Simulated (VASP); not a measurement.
Calculation: SCAN meta-GGA, VASP's PBE PAW potentials (set 64) (plane waves; VASP 6.6.1).

A VASP calculation is set up with these files.

**KPOINTS**
```
Regular mesh
0
Gamma
  9 9 9
0 0 0
```

File POSCAR:
```
CuI
4.2374430
  0.0000000000   0.7071067443   0.7071067443
  0.7071067443   0.0000000000   0.7071067443
  0.7071067443   0.7071067443   0.0000000000
Cu I
1 1
Cart
  0.0000000000   0.0000000000   0.0000000000
  0.3535533721   0.3535533721   0.3535533721
```

### INCAR
```
SYSTEM = CuI
PREC = Accurate
ENCUT = 520
EDIFF = 1E-7
NELM = 100
ALGO = Normal
LREAL = .FALSE.
LASPH = .TRUE.
ISMEAR = -5
METAGGA = SCAN
LMIXTAU = .TRUE.
LMAXMIX = 4
LWAVE = .FALSE.
LCHARG = .FALSE.
LORBIT = 11
NEDOS = 601
ISIF = 2
```

### KPOINTS_OPT
```
k-points along high-symmetry lines
10
Line-mode
Reciprocal
  0.000000   0.000000   0.000000 ! GAMMA
 -0.500000  -0.500000   0.000000 ! X

 -0.500000  -0.500000   0.000000 ! X
 -0.375000  -0.375000   0.250000 ! U

 -0.375000  -0.000000   0.375000 ! K
  0.000000   0.000000   0.000000 ! GAMMA

  0.000000   0.000000   0.000000 ! GAMMA
 -0.000000  -0.000000   0.500000 ! L

 -0.000000  -0.000000   0.500000 ! L
 -0.500000  -0.250000   0.250000 ! W

 -0.500000  -0.250000   0.250000 ! W
 -0.500000  -0.500000   0.000000 ! X
```

POTCAR, in this order: Cu I (PBE.64 set). Program: vasp_std.

The resulting files:

### OSZICAR
```
       N       E                     dE             d eps       ncg     rms          rms(c)
DAV:   1     0.592466699529E+02    0.59247E+02   -0.81808E+03   910   0.151E+03
DAV:   2    -0.472232412222E+02   -0.10647E+03   -0.10030E+03   915   0.273E+02
DAV:   3    -0.552012505180E+02   -0.79780E+01   -0.78739E+01  1241   0.873E+01
DAV:   4    -0.554364400813E+02   -0.23519E+00   -0.23502E+00  1070   0.136E+01
DAV:   5    -0.554455704315E+02   -0.91304E-02   -0.91301E-02  1331   0.282E+00    0.541E+00
DAV:   6    -0.524229193809E+02    0.30227E+01   -0.86190E+00   910   0.851E+01    0.445E+00
DAV:   7    -0.521318039821E+02    0.29112E+00   -0.15102E+00  1095   0.489E+01    0.185E+00
DAV:   8    -0.521466106927E+02   -0.14807E-01   -0.48490E-01  1121   0.206E+01    0.126E+00
DAV:   9    -0.520331822908E+02    0.11343E+00   -0.19058E-01  1216   0.106E+01    0.234E-01
DAV:  10    -0.521327280899E+02   -0.99546E-01   -0.46295E-02   910   0.281E+00    0.779E-02
DAV:  11    -0.521334975033E+02   -0.76941E-03   -0.10132E-03  1135   0.417E-01    0.256E-02
DAV:  12    -0.521335435883E+02   -0.46085E-04   -0.40817E-04  1059   0.569E-01    0.306E-02
DAV:  13    -0.521336373059E+02   -0.93718E-04   -0.24906E-04  1034   0.478E-01    0.959E-03
DAV:  14    -0.521336210588E+02    0.16247E-04   -0.41897E-05   964   0.134E-01    0.438E-03
DAV:  15    -0.521336268612E+02   -0.58024E-05   -0.13588E-05   940   0.652E-02    0.279E-03
DAV:  16    -0.521336276518E+02   -0.79057E-06   -0.17729E-06  1214   0.221E-02    0.129E-03
DAV:  17    -0.521336298881E+02   -0.22363E-05   -0.35130E-07   977   0.105E-02    0.777E-04
DAV:  18    -0.521336296394E+02    0.24871E-06   -0.16709E-07   676   0.688E-03    0.487E-04
DAV:  19    -0.521336279364E+02    0.17030E-05   -0.53024E-08   690   0.400E-03    0.559E-04
DAV:  20    -0.521336289558E+02   -0.10194E-05   -0.12859E-07   645   0.680E-03    0.262E-04
DAV:  21    -0.521336289844E+02   -0.28507E-07   -0.18734E-08   475   0.251E-03
   1 F= -.52133629E+02 E0= -.52133629E+02  d E =0.000000E+00
       N       E                     dE             ncg
       N       E                     dE             ncg
```

### OUTCAR
```
------------------------ aborting loop because EDIFF is reached ----------------------------------------
  FORCE on cell =-STRESS in cart. coord.  units (eV):
  Direction    XX          YY          ZZ          XY          YZ          ZX
  --------------------------------------------------------------------------------------
  Total       -0.0040754     -0.0040754     -0.0040754     -0.0000000      0.0000000     -0.0000000
  in kB       -0.1213621     -0.1213621     -0.1213621     -0.0000000      0.0000000     -0.0000000
  external PRESSURE =      -0.1213621 kB  Pullay stress =       0.0000000 kB
  volume of cell :       53.80
      direct lattice vectors                 reciprocal lattice vectors
     0.000000000  2.996324524  2.996324524    -0.166871110  0.166871110  0.166871110
     2.996324524  0.000000000  2.996324524     0.166871110 -0.166871110  0.166871110
     2.996324524  2.996324524  0.000000000     0.166871110  0.166871110 -0.166871110
  FREE ENERGIE OF THE ION-ELECTRON SYSTEM (eV)
  ---------------------------------------------------
  free  energy   TOTEN  =       -52.1336289844 eV

  energy  without entropy=      -52.1336289844  energy(sigma->0) =      -52.13362898

 total charge

# of ion       s       p       d       tot
------------------------------------------
    1        0.337   0.289   9.357   9.983
    2        1.494   2.794   0.057   4.345
--------------------------------------------------
tot          1.831   3.082   9.414  14.328
```
(Selected blocks of OUTCAR.)

OUTCAR:
```
 val. band max:        4.6137243885   @ k =   0.0000   0.0000   0.0000

 cond. band min:       6.1810606015   @ k =   0.0000   0.0000   0.0000


 Fermi energy:         4.6522764365

 k-point     1 :       0.0000    0.0000    0.0000
  band No.  band energies     occupation
      1     -10.1207      2.00000
      2       0.6707      2.00000
      3       0.6707      2.00000
      4       0.6707      2.00000
      5       2.6184      2.00000
      6       2.6184      2.00000
      7       4.6137      2.00000
      8       4.6137      2.00000
      9       4.6137      2.00000
     10       6.1811      0.00000
     11       9.7949      0.00000
     12       9.7951      0.00000
     13       9.7951      0.00000

 k-point     2 :       0.1111    0.0000    0.0000
  band No.  band energies     occupation
      1     -10.0556      2.00000
      2       0.4286      2.00000
      3       0.6761      2.00000
      4       0.6762      2.00000
      5       2.6127      2.00000
      6       2.6127      2.00000
      7       4.0709      2.00000
      8       4.5117      2.00000
      9       4.5117      2.00000
     10       6.7684      0.00000
     11       9.6959      0.00000
     12       9.9857      0.00000
     13       9.9859      0.00000

 k-point     3 :       0.2222    0.0000    0.0000
  band No.  band energies     occupation
      1      -9.8819      2.00000
      2      -0.1885      2.00000
      3       0.6877      2.00000
      4       0.6878      2.00000
      5       2.6067      2.00000
      6       2.6068      2.00000
      7       3.3814      2.00000
      8       4.2740      2.00000
      9       4.2740      2.00000
     10       7.2479      0.00000
     11      10.2038      0.00000
     12      10.3258      0.00000
     13      10.3260      0.00000

 k-point     4 :       0.3333    0.0000    0.0000
  band No.  band energies     occupation
      1      -9.6666      2.00000
      2      -0.8834      2.00000
      3       0.6966      2.00000
...
```

Unless said otherwise, spin-orbit coupling is left out, though it shifts the bands of the heavy elements here.

The compound is CuI in the zinc blende structure. It was relaxed first.
